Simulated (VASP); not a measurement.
Ru:

```
Ru
1.0
     2.70580    0.00000    0.00000
    -1.35290    2.34329    0.00000
     0.00000    0.00000    4.28190
Ru
2
Direct
  0.33333 0.66667 0.25000
  0.66667 0.33333 0.75000
```

```yaml
Program: VASP 6.6.1
Task: relaxation of cell and atoms
Functional: LDA
Potentials_or_basis: VASP PAW LDA potentials, release 64 (Ru_pv)
Cutoff: 600 eV
k_mesh: 15 × 15 × 9
Occupations: methfessel-paxton, width 0.1 eV
Spin: no spin polarisation
```

At the start: pressure -11.7 GPa; volume 13.57 Å³/atom.

Question: Where does the relaxation end?

Answer: Over 7 steps the energy falls by 17.1 meV/atom and the volume is 13.12 Å³/atom (-3.3 %); space group P6_3/mmc (No. 194, to 0.05 Å).

Step by step:
```tsv
step	energy change (eV)	largest force (eV/Å)	pressure (GPa)	volume (Å³)
1	0.0000	0.0000	-11.65	27.15
2	0.3880	0.0000	54.06	23.45
3	-0.0341	0.0000	-0.58	26.28
4	-0.0342	0.0000	-0.09	26.24
5	-0.0342	0.0000	0.16	26.23
6	-0.0342	0.0000	-0.44	26.27
7	-0.0342	0.0000	-0.07	26.24
```

Final structure:
```yaml
crystal:
  lattice:
    - [2.67522, 0.00000, 0.00000]
    - [-1.33761, 2.31681, 0.00000]
    - [0.00000, 0.00000, 4.23420]
  atoms:
    - { symbol: Ru, position: [0.33333, 0.66667, 0.25000] }
    - { symbol: Ru, position: [0.66667, 0.33333, 0.75000] }
```
